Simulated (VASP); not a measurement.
Data:

```yaml
crystal:
  lattice:
    - [0.00000, 2.71860, 2.71860]
    - [2.71860, 0.00000, 2.71860]
    - [2.71860, 2.71860, 0.00000]
  atoms:
    - { symbol: Cd, position: [0.00000, 0.00000, 0.00000] }
    - { symbol: F, position: [0.25000, 0.25000, 0.25000] }
    - { symbol: F, position: [0.75000, 0.75000, 0.75000] }
```

Method: rev-vdW-DF2, VASP's PBE PAW potentials (set 64) (plane waves; VASP). Numerical set-up: 520 eV cut-off, Gaussian smearing of 0.050 eV, potentials Cd F.

**Question.** What does the run give for the band gap (along the path) with the smallest direct gap where there is one?

**Answer.** 
| Property | Value |
|---|---|
| band gap (along the path) | 2.88 eV |
| smallest direct gap (along the path) | 3.41 eV |

The absolute energy has meaning only against runs of the same code, potentials and settings.

The compound is CdF2 in the fluorite structure. It was relaxed first.
